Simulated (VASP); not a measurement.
Here is the system:

```
In
1.0
   -1.60528     1.60528     2.47393
    1.60528    -1.60528     2.47393
    1.60528     1.60528    -2.47393
In
1
Direct
  0.00000   0.00000   0.00000
```

The numbers are results of PBEsol GGA, VASP's PBE PAW potentials (set 64) (plane waves; VASP 6.6.1), not measurements. Numerical set-up: 400 eV cut-off, Gaussian smearing of 0.050 eV, potentials In_d.

Question: Give the energies of bands 6 to 9 at the high-symmetry points, in eV from the Fermi level.

Answer: 
```csv
band,Γ,X,P,N,M,S,R
6,-9.74,-2.00,-1.12,-4.33,-3.06,-2.54,-1.64
7,10.75,-1.53,-0.09,-3.50,-2.85,-1.33,-0.23
8,10.75,3.48,-0.09,7.49,4.91,-0.59,0.05
9,10.95,3.98,1.77,9.47,4.91,6.38,1.31
```

It has no gap at this level: it comes out as a metal or semimetal.

The compound is In in the bct structure. It was relaxed first.
